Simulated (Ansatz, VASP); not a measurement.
GaC2: VASP beside Ansatz

```
CELL_PARAMETERS angstrom
3.33228 -1.26842 0.03062
3.33228 1.26842 0.03062
-0.39698 0.00000 3.83913
ATOMIC_POSITIONS crystal
Ga 0.00000 0.00000 0.00000
C 0.77308 0.77308 0.57357
C 0.22692 0.22692 0.42643
```

Alike in both runs: functional PBE; k mesh 20 × 20 × 12; occupations gaussian, width 0.1 eV; no spin polarisation.

Ansatz relaxed the structure, and its values are those at the end. VASP's run is a single point on that final structure, the one shown.

```csv
,VASP,Ansatz
version,VASP 6.6.1,Ansatz 0.2.0
potentials or method,"VASP PAW PBE potentials, release 64 (Ga_d, C)","scalar-relativistic, plane waves, PAW"
plane-wave cutoff (eV),520,420
valence electrons in the cell,21,21
```

|  | VASP | Ansatz | Ansatz less VASP |
| --- | --- | --- | --- |
| gap on the k mesh at the Fermi level (eV) | none | none | - |
| pressure (GPa) | 0.3 | 0.0 | -0.26 |
| rms of the force components (eV/Å) | 0.009 | 0.000 | -0.0088 |

A gap of «none» marks a metal or a gap that the smearing closes. The functional is the same, so the differences come from potentials, cutoffs and numerics.
